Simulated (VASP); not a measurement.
Given:

```
AuCu3
1.0
    3.73406     0.00000     0.00000
    0.00000     3.73406     0.00000
    0.00000     0.00000     3.73406
Cu Au
3 1
Direct
  0.00000   0.50000   0.50000
  0.50000   0.00000   0.50000
  0.50000   0.50000   0.00000
  0.00000   0.00000   0.00000
```

These are PBE GGA with D4 dispersion, VASP's PBE PAW potentials (set 64) (plane waves; VASP 6.6.1) values and carry that method's errors. Numerical set-up: 520 eV cut-off, Gaussian smearing of 0.050 eV, potentials Cu Au.

Give the energies of bands 11 to 24 at the high-symmetry points, in eV from the Fermi level.

```csv
band,Γ,X,M,R
11,-2.34,-3.43,-3.42,-2.99
12,-2.34,-2.69,-3.25,-2.99
13,-1.74,-2.56,-3.25,-1.72
14,-1.71,-2.56,-2.53,-1.72
15,-1.71,-2.40,-2.53,-1.72
16,-1.59,-2.40,-2.53,-1.70
17,-1.59,-2.37,-2.38,-1.70
18,-1.59,-2.31,-2.38,-1.67
19,-1.45,-2.07,-2.30,-1.67
20,-1.45,-2.00,-2.22,-1.67
21,-1.45,-1.59,-0.57,-1.17
22,1.20,-1.45,-0.57,-1.13
23,1.20,5.78,-0.47,-1.13
24,1.20,5.78,0.29,-1.13
```

It has no gap at this level: it comes out as a metal or semimetal.

The compound is Cu3Au in the L1_2 structure. It was relaxed first.
